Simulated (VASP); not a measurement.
# Fe2O3 (Hematite): magnetic orders, part 5 of 6

Is Fe2O3 (Hematite) a ferromagnet or an antiferromagnet at this level? The start is a cell from a database of measured crystal structures.

VASP 6.6.1, plane waves and PAW; the level of theory is named at each step.

So far, largest spin moment in the PAW sphere (μB): step 2 (relax in the ferromagnetic state, r2SCAN, DFT+U) 4.57; step 4 (magnetic order, start order AFM 1, signs +-+-) 4.48. The relaxed cell has a = 5.045, c = 13.646 Å (conventional setting).

### Step 5. Magnetic order, start order AFM 2, signs +--+

Level of this step: r2SCAN, DFT+U (Fe d 6 eV), spin-polarised, from moments of both signs; plane waves and PAW (Fe, O) (VASP).

Contents of INCAR:

```
SYSTEM = Fe2O3
PREC = Normal
ENCUT = 480
EDIFF = 1E-06
NELM = 150
ISMEAR = 0
SIGMA = 0.05
LREAL = .FALSE.
ALGO = Normal
METAGGA = R2SCAN
LASPH = .TRUE.
NBANDS = 49
ISPIN = 2
MAGMOM = 3 -3 -3 3 0 0 0 0 0 0
LDAU = .TRUE.
LDAUTYPE = 2
LDAUL = 2 -1
LDAUU = 6 0
LDAUJ = 0 0
LDAUPRINT = 1
LMAXMIX = 4
LORBIT = 11
LWAVE = .FALSE.
LCHARG = .FALSE.
KPAR = 2
AMIX = 0.2
BMIX = 1E-04
AMIX_MAG = 0.8
BMIX_MAG = 1E-04
```

Contents of POSCAR:

```
Fe2O3
1.0
    2.5223571587      1.4562835846      4.5485234178
   -2.5223571587      1.4562835846      4.5485234178
    0.0000000000     -2.9125671692      4.5485234178
Fe O
4 6
Direct
    0.3528013838      0.3528013838      0.3528013838
    0.1471986162      0.1471986162      0.1471986162
    0.6471986162      0.6471986162      0.6471986162
    0.8528013838      0.8528013838      0.8528013838
    0.5535820417      0.2500000000      0.9464179583
    0.2500000000      0.9464179583      0.5535820417
    0.9464179583      0.5535820417      0.2500000000
    0.4464179583      0.7500000000      0.0535820417
    0.7500000000      0.0535820417      0.4464179583
    0.0535820417      0.4464179583      0.7500000000
```

Contents of KPOINTS:

```
Automatic mesh
0
Gamma
4 4 4
0 0 0
```

PAW data sets: Fe and O (PBE family, release 64).

On the command line:

```bash
> mpirun -np 2 vasp_std
```

Output:

```text
[... set-up lines as in an earlier step ...]
 entering main loop
       N       E                     dE             d eps       ncg     rms          rms(c)
DAV:   1     0.779048518453E+03    0.77905E+03   -0.30267E+04  2548   0.159E+03
DAV:   2     0.210117671298E+02   -0.75804E+03   -0.69392E+03  2588   0.428E+02
DAV:   3    -0.126180597481E+03   -0.14719E+03   -0.13906E+03  3038   0.210E+02
DAV:   4    -0.134996539079E+03   -0.88159E+01   -0.87560E+01  3016   0.575E+01
[...]
DAV:  19    -0.102207457654E+03    0.39025E-05   -0.75963E-05  2699   0.626E-02    0.168E-01
DAV:  20    -0.102207470780E+03   -0.13126E-04   -0.26686E-05  3240   0.322E-02    0.102E-01
DAV:  21    -0.102207471297E+03   -0.51666E-06   -0.36368E-06  2163   0.140E-02
   1 F= -.10220747E+03 E0= -.10220747E+03  d E =-.248374E-17  mag=     0.0000
```

The job ended after 1.8 min (2 MPI ranks of Intel Xeon 6975P-C (Granite Rapids), shared host; peak memory 0.47 GiB).

Parts of OUTCAR (step 5):

```text
  Total       -1.0693298     -1.0693298     -0.2501367      0.0000000     -0.0000000      0.0000000
  in kB      -17.0902354    -17.0902354     -3.9977328      0.0000000     -0.0000000      0.0000000
  external PRESSURE =     -12.7260679 kB  Pullay stress =       0.0000000 kB

 POSITION                                       TOTAL-FORCE (eV/Angst)
 -----------------------------------------------------------------------------------
      0.00000      0.00000      4.81418         0.000000      0.000000      0.168385
      0.00000      0.00000      2.00861         0.000000      0.000000     -0.168385
      0.00000      0.00000      8.83139         0.000000      0.000000     -0.168385
      0.00000      0.00000     11.63696         0.000000      0.000000      0.168385
      0.76574     -1.58626      7.95992         0.066106      0.114500     -0.000000
     -1.75661      0.12998      7.95992         0.066106     -0.114500     -0.000000
      0.99087      1.45628      7.95992        -0.132213      0.000000     -0.000000
     -0.76574      1.58626      5.68565        -0.066106     -0.114500     -0.000000
      1.75661     -0.12998      5.68565        -0.066106      0.114500     -0.000000
     -0.99087     -1.45628      5.68565         0.132213      0.000000     -0.000000
 -----------------------------------------------------------------------------------
    total drift:                                0.000000     -0.000000      0.000000

  FREE ENERGIE OF THE ION-ELECTRON SYSTEM (eV)
  ---------------------------------------------------
  free  energy   TOTEN  =      -102.2074712968 eV

  energy  without entropy=     -102.2074712968  energy(sigma->0) =     -102.20747130

 magnetization (x)
# of ion       s       p       d       tot
------------------------------------------
    1        0.024   0.032   4.485   4.542
    2       -0.024  -0.032  -4.485  -4.542
    3       -0.024  -0.032  -4.485  -4.542
    4        0.024   0.032   4.485   4.542
    5        0.000   0.000   0.000   0.000
    6        0.000   0.000   0.000   0.000
    7        0.000   0.000   0.000   0.000
    8        0.000   0.000   0.000   0.000
    9        0.000   0.000   0.000   0.000
   10        0.000   0.000   0.000   0.000
--------------------------------------------------
tot         -0.000   0.000   0.000  -0.000

[... 2 parts as in an earlier step ...]

[... 1 further part left out ...]
[key lines of the parts left out:]
E-fermi :   3.3431
```

The largest moment at the end is 4.54 μB, and the moments of the cell sum to 0.00 μB.

### Step 6. Magnetic order, start order AFM 3, signs ++--

INCAR, as its differences from that of step 5:

```diff
@@ -13,3 +13,3 @@
 ISPIN = 2
-MAGMOM = 3 -3 -3 3 0 0 0 0 0 0
+MAGMOM = 3 3 -3 -3 0 0 0 0 0 0
 LDAU = .TRUE.
```

POSCAR is that of step 5.

KPOINTS is that of step 5.

On the command line:

```bash
> mpirun -np 2 vasp_std
```

Output:

```text
[... set-up lines as in an earlier step ...]
 entering main loop
       N       E                     dE             d eps       ncg     rms          rms(c)
DAV:   1     0.779724575334E+03    0.77972E+03   -0.29953E+04  2548   0.158E+03
DAV:   2     0.215987064673E+02   -0.75813E+03   -0.69373E+03  2595   0.428E+02
DAV:   3    -0.125982244485E+03   -0.14758E+03   -0.13904E+03  3039   0.211E+02
DAV:   4    -0.134972785885E+03   -0.89905E+01   -0.89252E+01  3016   0.582E+01
[...]
DAV:  20    -0.102355093618E+03    0.74262E-04   -0.90409E-05  3152   0.769E-02    0.103E+00
DAV:  21    -0.102355080864E+03    0.12754E-04   -0.34723E-05  2920   0.338E-02    0.102E+00
DAV:  22    -0.102355081841E+03   -0.97686E-06   -0.44748E-06  2735   0.260E-02
   1 F= -.10235508E+03 E0= -.10235508E+03  d E =-.634299E-17  mag=    -0.0000
```

Elapsed: 1.8 min, on 2 MPI ranks; peak memory 0.47 GiB.

From OUTCAR (step 6):

```text
  Total       -0.5923641     -0.5923641     -0.5458068      0.0000000      0.0000000     -0.0000000
  in kB       -9.4672770     -9.4672770     -8.7231900      0.0000000      0.0000000     -0.0000000
  external PRESSURE =      -9.2192480 kB  Pullay stress =       0.0000000 kB

 POSITION                                       TOTAL-FORCE (eV/Angst)
 -----------------------------------------------------------------------------------
      0.00000      0.00000      4.81418         0.000000      0.000000     -0.086312
      0.00000      0.00000      2.00861         0.000000      0.000000      0.086312
      0.00000      0.00000      8.83139         0.000000      0.000000      0.086312
      0.00000      0.00000     11.63696         0.000000     -0.000000     -0.086312
      0.76574     -1.58626      7.95992        -0.018656     -0.032312      0.000000
     -1.75661      0.12998      7.95992        -0.018656      0.032312      0.000000
      0.99087      1.45628      7.95992         0.037311     -0.000000      0.000000
     -0.76574      1.58626      5.68565         0.018656      0.032312      0.000000
      1.75661     -0.12998      5.68565         0.018656     -0.032312      0.000000
     -0.99087     -1.45628      5.68565        -0.037311     -0.000000      0.000000
 -----------------------------------------------------------------------------------
    total drift:                                0.000000     -0.000000      0.000000

  FREE ENERGIE OF THE ION-ELECTRON SYSTEM (eV)
  ---------------------------------------------------
  free  energy   TOTEN  =      -102.3550818409 eV

  energy  without entropy=     -102.3550818409  energy(sigma->0) =     -102.35508184

 magnetization (x)
# of ion       s       p       d       tot
------------------------------------------
    1        0.021   0.024   4.464   4.508
    2        0.021   0.024   4.464   4.508
    3       -0.021  -0.024  -4.464  -4.508
    4       -0.021  -0.024  -4.464  -4.508
    5       -0.001  -0.032   0.000  -0.033
    6       -0.001  -0.032   0.000  -0.033
    7       -0.001  -0.032   0.000  -0.033
    8        0.001   0.032   0.000   0.033
    9        0.001   0.032   0.000   0.033
   10        0.001   0.032   0.000   0.033
--------------------------------------------------
tot         -0.000   0.000   0.000  -0.000

[... 2 parts as in an earlier step ...]

[... 1 further part left out ...]
[key lines of the parts left out:]
E-fermi :   3.3627
```

Spin moment in the PAW sphere by atom:

```csv
atom,spin moment in the PAW sphere (μB)
Fe1,4.51
Fe2,4.51
Fe3,-4.51
Fe4,-4.51
O5,-0.03
O6,-0.03
O7,-0.03
O8,0.03
O9,0.03
O10,0.03
```

EDIFF was met while the residual of the charge density, rms(c), still stood at 0.1, so the density had not settled and the numbers of this run are doubtful.

The largest moment at the end is 4.51 μB, and the moments of the cell sum to 0.00 μB.

### Step 7. Side by side

Times are for 2 MPI ranks of Intel Xeon 6975P-C (Granite Rapids), shared host. The runs compared:

```csv
no.,start order,energy at zero smearing less the lowest (eV),"moment of the cell, from the last line of the log (μB)",time,memory (GiB)
1,fm,0.4800,20,96 s,0.48
2,afm 1,0,0,1.8 min,0.48
3,afm 2,0.3445,0,1.8 min,0.47
4,afm 3,0.1969,0,1.8 min,0.47
```

### Step 8. No spin polarisation

This step: r2SCAN, DFT+U (Fe d 6 eV), no spin polarisation; plane waves and PAW (Fe, O) (VASP 6.6.1).

A run without spin shows what magnetism as such gains.

INCAR, as its differences from that of step 6:

```diff
@@ -11,5 +11,3 @@
 LASPH = .TRUE.
-NBANDS = 49
-ISPIN = 2
-MAGMOM = 3 3 -3 -3 0 0 0 0 0 0
+NBANDS = 44
 LDAU = .TRUE.
```

POSCAR is that of step 6.

KPOINTS is that of step 6.

On the command line:

```bash
> mpirun -np 2 vasp_std
```

Output:

```text
[... set-up lines as in an earlier step ...]
 entering main loop
       N       E                     dE             d eps       ncg     rms          rms(c)
DAV:   1     0.784679356410E+03    0.78468E+03   -0.30908E+04  1144   0.177E+03
DAV:   2     0.411444455655E+02   -0.74353E+03   -0.69918E+03  1188   0.453E+02
DAV:   3    -0.100928315097E+03   -0.14207E+03   -0.13410E+03  1436   0.219E+02
DAV:   4    -0.110374850919E+03   -0.94465E+01   -0.89939E+01  1368   0.565E+01
DAV:   5    -0.110785451627E+03   -0.41060E+00   -0.40436E+00  1576   0.111E+01    0.407E+01
DAV:   6    -0.757272800614E+02    0.35058E+02   -0.69787E+01  1540   0.893E+01    0.196E+01
DAV:   7    -0.783372078245E+02   -0.26099E+01   -0.44257E+00  1312   0.140E+01    0.171E+01
DAV:   8    -0.834529428869E+02   -0.51157E+01   -0.22700E+00  2164   0.176E+01    0.714E+00
DAV:   9    -0.852188739244E+02   -0.17659E+01   -0.17000E+00  2044   0.180E+01    0.267E+00
DAV:  10    -0.853826665232E+02   -0.16379E+00   -0.40669E-01  1288   0.537E+00    0.186E+00
DAV:  11    -0.855402047392E+02   -0.15754E+00   -0.18545E-01  1304   0.106E+01    0.118E+00
DAV:  12    -0.855294484109E+02    0.10756E-01   -0.15370E-01  1500   0.398E+00    0.106E+00
DAV:  13    -0.855505945587E+02   -0.21146E-01   -0.15641E-01  1160   0.695E+00    0.150E+00
DAV:  14    -0.855536273319E+02   -0.30328E-02   -0.20373E-02  1500   0.195E+00    0.418E-01
DAV:  15    -0.855539422132E+02   -0.31488E-03   -0.19954E-03  1144   0.638E-01    0.242E-01
DAV:  16    -0.855543545804E+02   -0.41237E-03   -0.85741E-04  1452   0.215E-01    0.123E-01
DAV:  17    -0.855544925557E+02   -0.13798E-03   -0.33299E-04  1208   0.223E-01    0.717E-02
DAV:  18    -0.855544961627E+02   -0.36070E-05   -0.21384E-04  1148   0.182E-01    0.357E-02
DAV:  19    -0.855545263189E+02   -0.30156E-04   -0.21243E-05  1696   0.877E-02    0.332E-02
DAV:  20    -0.855545374417E+02   -0.11123E-04   -0.77087E-06  1164   0.282E-02    0.320E-02
DAV:  21    -0.855545387701E+02   -0.13283E-05   -0.24530E-06   868   0.132E-02    0.318E-02
DAV:  22    -0.855545396520E+02   -0.88190E-06   -0.22933E-07   572   0.411E-03
   1 F= -.85554540E+02 E0= -.85551432E+02  d E =-.621557E-02
```

Elapsed: 54 s, on 2 MPI ranks; peak memory 0.37 GiB.

OUTCAR, selected parts (step 8):

```text
   k-points           NKPTS =     13   k-points in BZ     NKDIM =     13   number of bands    NBANDS=     44

   NELECT =      68.0000    total number of electrons

atom =   1  type =  1  l = 2

 onsite density matrix

spin component  1

  0.6586  0.3626 -0.0000  0.0799  0.0000
  0.3626  0.5304  0.0000 -0.0000  0.0799
 -0.0000  0.0000  0.6888 -0.0000  0.0000
  0.0799 -0.0000 -0.0000  0.5304 -0.3626
  0.0000  0.0799  0.0000 -0.3626  0.6586

spin component  2

 occupancies and eigenvectors

  o =  0.2177  v = -0.1385  0.0000 -0.0000  0.7649  0.6291  0.0000  0.0000  0.0000  0.0000  0.0000      0.0000  0.0000  0.0000  0.0000  0.0000  0.0000  0.0000  0.0000  0.0000  0.0000
  o =  0.2177  v =  0.0000  0.0000  0.0000  0.0000  0.0000 -0.1385  0.0000 -0.0000  0.7649  0.6291      0.0000  0.0000  0.0000  0.0000  0.0000  0.0000  0.0000  0.0000  0.0000  0.0000
  o =  0.2177  v =  0.6291 -0.7649 -0.0000  0.0000  0.1385  0.0000  0.0000  0.0000  0.0000  0.0000      0.0000  0.0000  0.0000  0.0000  0.0000  0.0000  0.0000  0.0000  0.0000  0.0000
  o =  0.2177  v =  0.0000  0.0000  0.0000  0.0000  0.0000  0.6291 -0.7649 -0.0000  0.0000  0.1385      0.0000  0.0000  0.0000  0.0000  0.0000  0.0000  0.0000  0.0000  0.0000  0.0000
  o =  0.6888  v = -0.0000 -0.0000  1.0000  0.0000 -0.0000  0.0000  0.0000  0.0000  0.0000  0.0000      0.0000  0.0000  0.0000  0.0000  0.0000  0.0000  0.0000  0.0000  0.0000  0.0000
  o =  0.6888  v =  0.0000  0.0000  0.0000  0.0000  0.0000 -0.0000 -0.0000  1.0000  0.0000 -0.0000      0.0000  0.0000  0.0000  0.0000  0.0000  0.0000  0.0000  0.0000  0.0000  0.0000
  o =  0.9713  v =  0.0000  0.0000  0.0000  0.0000  0.0000 -0.1645 -0.0000  0.0000 -0.6441  0.7470      0.0000  0.0000  0.0000  0.0000  0.0000  0.0000  0.0000  0.0000  0.0000  0.0000
  o =  0.9713  v = -0.1645 -0.0000  0.0000 -0.6441  0.7470  0.0000  0.0000  0.0000  0.0000  0.0000      0.0000  0.0000  0.0000  0.0000  0.0000  0.0000  0.0000  0.0000  0.0000  0.0000
  o =  0.9713  v =  0.7470  0.6441  0.0000 -0.0000  0.1645  0.0000  0.0000  0.0000  0.0000  0.0000      0.0000  0.0000  0.0000  0.0000  0.0000  0.0000  0.0000  0.0000  0.0000  0.0000
  o =  0.9713  v =  0.0000  0.0000  0.0000  0.0000  0.0000  0.7470  0.6441  0.0000 -0.0000  0.1645      0.0000  0.0000  0.0000  0.0000  0.0000  0.0000  0.0000  0.0000  0.0000  0.0000

atom =   2  type =  1  l = 2

 onsite density matrix

spin component  1

  0.6586 -0.3626  0.0000  0.0799 -0.0000
 -0.3626  0.5304  0.0000  0.0000  0.0799
  0.0000  0.0000  0.6888  0.0000  0.0000
  0.0799  0.0000  0.0000  0.5304  0.3626
 -0.0000  0.0799  0.0000  0.3626  0.6586

spin component  2

 occupancies and eigenvectors

  o =  0.2177  v = -0.1385 -0.0000  0.0000  0.7649 -0.6291  0.0000  0.0000  0.0000  0.0000  0.0000      0.0000  0.0000  0.0000  0.0000  0.0000  0.0000  0.0000  0.0000  0.0000  0.0000
  o =  0.2177  v =  0.0000  0.0000  0.0000  0.0000  0.0000 -0.1385 -0.0000  0.0000  0.7649 -0.6291      0.0000  0.0000  0.0000  0.0000  0.0000  0.0000  0.0000  0.0000  0.0000  0.0000
  o =  0.2177  v =  0.6291  0.7649  0.0000  0.0000 -0.1385  0.0000  0.0000  0.0000  0.0000  0.0000      0.0000  0.0000  0.0000  0.0000  0.0000  0.0000  0.0000  0.0000  0.0000  0.0000
  o =  0.2177  v =  0.0000  0.0000  0.0000  0.0000  0.0000  0.6291  0.7649  0.0000  0.0000 -0.1385      0.0000  0.0000  0.0000  0.0000  0.0000  0.0000  0.0000  0.0000  0.0000  0.0000
  o =  0.6888  v =  0.0000 -0.0000  1.0000 -0.0000 -0.0000  0.0000  0.0000  0.0000  0.0000  0.0000      0.0000  0.0000  0.0000  0.0000  0.0000  0.0000  0.0000  0.0000  0.0000  0.0000
  o =  0.6888  v =  0.0000  0.0000  0.0000  0.0000  0.0000  0.0000 -0.0000  1.0000 -0.0000 -0.0000      0.0000  0.0000  0.0000  0.0000  0.0000  0.0000  0.0000  0.0000  0.0000  0.0000
  o =  0.9713  v =  0.0000  0.0000  0.0000  0.0000  0.0000 -0.1645  0.0000 -0.0000 -0.6441 -0.7470      0.0000  0.0000  0.0000  0.0000  0.0000  0.0000  0.0000  0.0000  0.0000  0.0000
[...]
o =  0.9713  v =  0.0000  0.0000  0.0000  0.0000  0.0000  0.7470  0.6441  0.0000  0.0000  0.1645      0.0000  0.0000  0.0000  0.0000  0.0000  0.0000  0.0000  0.0000  0.0000  0.0000

atom =   4  type =  1  l = 2

 onsite density matrix

spin component  1

spin component  2

 occupancies and eigenvectors

  o =  0.2177  v = -0.1385 -0.0000  0.0000  0.7649 -0.6291  0.0000  0.0000  0.0000  0.0000  0.0000      0.0000  0.0000  0.0000  0.0000  0.0000  0.0000  0.0000  0.0000  0.0000  0.0000
  o =  0.2177  v =  0.0000  0.0000  0.0000  0.0000  0.0000 -0.1385 -0.0000  0.0000  0.7649 -0.6291      0.0000  0.0000  0.0000  0.0000  0.0000  0.0000  0.0000  0.0000  0.0000  0.0000
  o =  0.2177  v =  0.6291  0.7649  0.0000  0.0000 -0.1385  0.0000  0.0000  0.0000  0.0000  0.0000      0.0000  0.0000  0.0000  0.0000  0.0000  0.0000  0.0000  0.0000  0.0000  0.0000
  o =  0.2177  v =  0.0000  0.0000  0.0000  0.0000  0.0000  0.6291  0.7649  0.0000  0.0000 -0.1385      0.0000  0.0000  0.0000  0.0000  0.0000  0.0000  0.0000  0.0000  0.0000  0.0000
  o =  0.6888  v =  0.0000 -0.0000  1.0000 -0.0000 -0.0000  0.0000  0.0000  0.0000  0.0000  0.0000      0.0000  0.0000  0.0000  0.0000  0.0000  0.0000  0.0000  0.0000  0.0000  0.0000
  o =  0.6888  v =  0.0000  0.0000  0.0000  0.0000  0.0000  0.0000 -0.0000  1.0000 -0.0000 -0.0000      0.0000  0.0000  0.0000  0.0000  0.0000  0.0000  0.0000  0.0000  0.0000  0.0000
  o =  0.9713  v =  0.0000  0.0000  0.0000  0.0000  0.0000 -0.1645 -0.0000 -0.0000 -0.6441 -0.7470      0.0000  0.0000  0.0000  0.0000  0.0000  0.0000  0.0000  0.0000  0.0000  0.0000
  o =  0.9713  v = -0.1645 -0.0000 -0.0000 -0.6441 -0.7470  0.0000  0.0000  0.0000  0.0000  0.0000      0.0000  0.0000  0.0000  0.0000  0.0000  0.0000  0.0000  0.0000  0.0000  0.0000
  o =  0.9713  v =  0.7470 -0.6441 -0.0000  0.0000 -0.1645  0.0000  0.0000  0.0000  0.0000  0.0000      0.0000  0.0000  0.0000  0.0000  0.0000  0.0000  0.0000  0.0000  0.0000  0.0000
  o =  0.9713  v =  0.0000  0.0000  0.0000  0.0000  0.0000  0.7470 -0.6441 -0.0000  0.0000 -0.1645      0.0000  0.0000  0.0000  0.0000  0.0000  0.0000  0.0000  0.0000  0.0000  0.0000

 E-fermi :   2.0368

 k-point     1 :       0.0000    0.0000    0.0000
  band No.  band energies     occupation
    ...
     30       1.0444      2.00000
     31       1.2508      2.00000
     32       1.4602      2.00000
     33       1.7848      2.00000
     34       1.7848      2.00000
     35       2.2554      0.00000
     36       2.6440      0.00000
     37       5.9930      0.00000
     38       5.9930      0.00000
     39       6.1354      0.00000
    ...

 k-point     2 :       0.2500   -0.0000    0.0000
  band No.  band energies     occupation
    ...
     30       1.2951      2.00000
     31       1.4284      2.00000
     32       1.6010      2.00000
     33       1.6615      2.00000
     34       1.7249      2.00000
     35       2.1627      0.00037
     36       2.4156      0.00000
     37       6.0741      0.00000
     38       6.1774      0.00000
     39       6.2516      0.00000
    ...

  Total      -13.5949437    -13.5949437    -11.4451201      0.0000000      0.0000000      0.0000000
  in kB     -217.2770097   -217.2770097   -182.9181144      0.0000000      0.0000000      0.0000000
  external PRESSURE =    -205.8240446 kB  Pullay stress =       0.0000000 kB

 POSITION                                       TOTAL-FORCE (eV/Angst)
 -----------------------------------------------------------------------------------
      0.00000      0.00000      4.81418         0.000000     -0.000000      0.068305
      0.00000      0.00000      2.00861         0.000000     -0.000000     -0.068305
      0.00000      0.00000      8.83139         0.000000     -0.000000     -0.068305
      0.00000      0.00000     11.63696         0.000000     -0.000000      0.068305
      0.76574     -1.58626      7.95992         0.299854      0.519363      0.000000
     -1.75661      0.12998      7.95992         0.299854     -0.519363      0.000000
      0.99087      1.45628      7.95992        -0.599708     -0.000000     -0.000000
     -0.76574      1.58626      5.68565        -0.299854     -0.519363      0.000000
      1.75661     -0.12998      5.68565        -0.299854      0.519363      0.000000
     -0.99087     -1.45628      5.68565         0.599708     -0.000000     -0.000000
 -----------------------------------------------------------------------------------
    total drift:                                0.000000     -0.000000      0.000000

  FREE ENERGIE OF THE ION-ELECTRON SYSTEM (eV)
  ---------------------------------------------------
  free  energy   TOTEN  =       -85.5545396520 eV

  energy  without entropy=      -85.5483240825  energy(sigma->0) =      -85.55143187

[... 8 parts as in an earlier step ...]

[... 7 further parts left out ...]
```

This run has no spin polarisation, so a moment on Fe, if there is one, isn't seen. The gap is under twice the smearing width, so the edge states are partly filled and the run can't tell a small gap from a semimetal.

This step gave:

- free energy (TOTEN): -85.5545 eV
- energy at zero smearing: -85.5514 eV
- Fermi energy: 2.037 eV
- gap on the k-mesh: 0.05790 eV
- least direct gap on the k-mesh: 0.05790 eV

Force by atom:

```csv
atom,x (eV/Å),y (eV/Å),z (eV/Å),size
Fe1,0.000,0.000,0.068,0.068
Fe2,0.000,0.000,-0.068,0.068
Fe3,0.000,0.000,-0.068,0.068
Fe4,0.000,0.000,0.068,0.068
O5,0.300,0.519,0.000,0.600
O6,0.300,-0.519,0.000,0.600
O7,-0.600,0.000,0.000,0.600
O8,-0.300,-0.519,0.000,0.600
O9,-0.300,0.519,0.000,0.600
O10,0.600,0.000,0.000,0.600
```

Energy at zero smearing: -85.55143 eV.

[end of part 5 of 6]

[Lines on the potential files, build, host, timing and source positions are cut from VASP's logs without a mark.]

[Logs are printed without paths, hosts, clocks, repeated set-up lines and the standing remarks that a program may print on its own settings, such as how far it seeks lower states.]

[Hosts, paths, dates, database ids (printed as entryN), source tags and the programs' standing remarks are cut or masked in the printed files.]

[In band tables of VASP the shares of atoms and orbitals are scaled to a sum of 1 inside the atoms' spheres.]

[Runs that stopped without an error message from VASP are left out.]
